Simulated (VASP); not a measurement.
Wanted: the native input for a VASP 6.6.1 run.

```
Task                   : Born charges and dielectric tensor
Functional             : LDA
Potentials or basis    : VASP PAW LDA potentials, release 64 (Sn_d, Se)
Cutoff                 : 600 eV
k mesh                 : 10 × 10 × 10
Occupations            : gaussian, width 0.02 eV
Spin                   : no spin polarisation
Further INCAR settings : ALGO = Normal; EDIFF = 1e-08; IBRION = 8; NSW = 1
```

The structure of SnSe lies in POSCAR:

```
SnSe
1.0
    0.0000000000      2.9758100000      2.9758100000
    2.9758100000      0.0000000000      2.9758100000
    2.9758100000      2.9758100000      0.0000000000
Sn Se
1 1
Direct
    0.0000000000      0.0000000000      0.0000000000
    0.5000000000      0.5000000000      0.5000000000
```

Measurements of this composition are mostly on another form, of space group No. 62.

The input as run:

INCAR

```
ALGO = Normal
EDIFF = 1E-8
ENCUT = 600
GGA = CA
IBRION = 8
ISIF = 2
ISMEAR = 0
LASPH = True
LCHARG = False
LEPSILON = True
LREAL = False
LWAVE = False
NELM = 80
NSW = 1
PREC = Accurate
SIGMA = 0.02
```

KPOINTS

```
k-points
0
Gamma
  10 10 10
```

Potentials or basis: VASP PAW LDA potentials, release 64 (Sn_d, Se).

The run is started by

```bash
$ cat potpaw_LDA.64/Sn_d/POTCAR potpaw_LDA.64/Se/POTCAR > POTCAR
$ mpirun -np 1 vasp_std > vasp.out
```

Results of the run:

```json
{
  "Band gap on the k mesh": "0.49 eV, indirect (least direct gap 0.59 eV)",
  "Electronic dielectric tensor (diagonal)": "39.16",
  "Born charges (mean of the diagonal)": "Sn +5.88; Se -5.88 e",
  "Highest phonon frequency at Γ, LO-TO splitting left out": "21 cm⁻¹"
}
```

Caveat: the gap is small at this level, which inflates the dielectric constant; spin-orbit coupling is left out, which moves the levels of the heavy elements.

Wall time 17 min on 1 thread of Intel(R) Xeon(R) Platinum 8259CL CPU @ 2.50GHz (Skylake/Cascade Lake) (shared host), peak memory 0.42 GiB.
